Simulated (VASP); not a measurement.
These are PBE GGA, VASP's PBE PAW potentials (set 64) (plane waves; VASP) values and carry that method's errors.

The input files of a VASP run:

**KPOINTS**
```
Automatic mesh
0
Gamma
14 14 14
0 0 0
```

**INCAR**
```
! general
SYSTEM   =  In
PREC     =  Accurate
ENCUT    =  550
LREAL    =  .FALSE.
LASPH    =  .TRUE.   ! aspherical one-centre terms

! electronic loop
EDIFF    =  1E-6
NELM     =  100   ! most electronic steps
ALGO     =  Normal
LMAXMIX  =  4   ! l cut-off of mixed one-centre charges

! smearing
ISMEAR   =  1
SIGMA    =  0.1   ! width (eV)

! functional
GGA      =  PE

! ions
ISIF     =  2   ! forces and stress, cell fixed

! output
LWAVE    =  .FALSE.
LCHARG   =  .FALSE.
```

**POSCAR**
```
In
1
   -1.6250000000     1.6250000000     2.4750000000
    1.6250000000    -1.6250000000     2.4750000000
    1.6250000000     1.6250000000    -2.4750000000
In
1
Direct
  0.0000000000   0.0000000000   0.0000000000
```

POTCAR, in this order: In_d (PBE.64 set). Program: vasp_std.

Unless said otherwise, spin-orbit coupling is left out, though it shifts the bands of the heavy elements here.

Problem. Estimate the energy per atom (σ→0), pressure, band gap (on the k-mesh).

Solution. 
```yaml
energy per atom (σ→0): -2.554 eV/atom
band gap (on the k-mesh): none (metal, semimetal or under 0.01 eV)
pressure: 1.91 GPa
```

**OSZICAR**
```
...
DAV:   4    -0.257872824931E+01   -0.59604E-01   -0.59586E-01  6134   0.969E+00
DAV:   5    -0.258135648783E+01   -0.26282E-02   -0.26282E-02  6002   0.167E+00    0.230E+00
DAV:   6    -0.255833494500E+01    0.23022E-01   -0.44593E-02  5624   0.469E+00    0.114E+00
DAV:   7    -0.255383960890E+01    0.44953E-02   -0.14239E-02  5706   0.246E+00    0.258E-01
DAV:   8    -0.255356120396E+01    0.27840E-03   -0.82166E-04  6066   0.572E-01    0.330E-02
DAV:   9    -0.255356653766E+01   -0.53337E-05   -0.13673E-05  6518   0.564E-02    0.133E-02
DAV:  10    -0.255356741351E+01   -0.87585E-06   -0.11580E-06  3718   0.147E-02
   1 F= -.25535674E+01 E0= -.25535725E+01  d E =0.153253E-04
```

The compound is In in the bct structure. The cell was not relaxed at this level. The run is one of a series of settings (ENCUT = 550 against the base run), some of them coarse on purpose.
